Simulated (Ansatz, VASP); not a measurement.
## TaBi: VASP beside Ansatz

The input INCAR:

```
PREC = Accurate ; ENCUT = 520
EDIFF = 1E-6 ; ISMEAR = 1
SIGMA = 0.05 ; LREAL = F
LASPH = T ; NELM = 60
ALGO = Normal ; ISIF = 2
LWAVE = F ; LCHARG = F
GGA = CA ; NBANDS = 20
```

KPOINTS

```
Automatic mesh
0
Gamma
  11 11 11
```

POSCAR

```
TaBi
1.0
    0.0000000000      2.8023731453      2.8023731453
    2.8023731453      0.0000000000      2.8023731453
    2.8023731453      2.8023731453      0.0000000000
Ta Bi
1 1
Direct
    0.0000000000      0.0000000000      0.0000000000
    0.5000000000      0.5000000000      0.5000000000
```

Input for Ansatz:

```yaml
crystal:
  lattice:
    - [0.0, 2.8023731453, 2.8023731453]
    - [2.8023731453, 0.0, 2.8023731453]
    - [2.8023731453, 2.8023731453, 0.0]
  atoms:
    - { symbol: Ta, position: [0.0, 0.0, 0.0] }
    - { symbol: Bi, position: [0.5, 0.5, 0.5] }
kpoints:
  mp_grid: { grid: [11, 11, 11] }
scf:
  occupations: { method: cold, width: 0.05 }
hamiltonian:
  xc: lda
  pseudopotentials: { kind: paw }
output:
  forces: true
  stress: true
  eigenvalues: true
  populations: true
```

The cell comes from a database or a generator and needn't be the stable form of this composition.

Alike in both runs: task single point; functional LDA; k mesh 11 × 11 × 11; no spin polarisation.

|  | VASP | Ansatz |
| --- | --- | --- |
| version | VASP 6.6.1 | Ansatz 0.2.0 |
| potentials or method | VASP PAW LDA potentials, release 64 (Ta_pv, Bi_d) | PAW with Ansatz's default frozen-core files, scalar-relativistic |
| plane-wave cutoff (eV) | 520 | 420 |
| occupations | methfessel-paxton of order 1, width 0.05 eV | cold, width 0.05 eV |
| valence electrons in the cell | 26 | 28 |

VASP gave:

| Quantity | Value |
| --- | --- |
| gap on the k mesh at the Fermi level (eV) | none |
| pressure (GPa) | 7.0 |

Q: What did Ansatz give for the same quantities?

A: gap on the k mesh at the Fermi level (eV): none; pressure (GPa): 6.6.

A gap of «none» marks a metal or a gap that the smearing closes. The two sets of potentials don't hold the same shells in valence.

Caveats: spin-orbit coupling is left out, which moves the levels of the heavy elements.
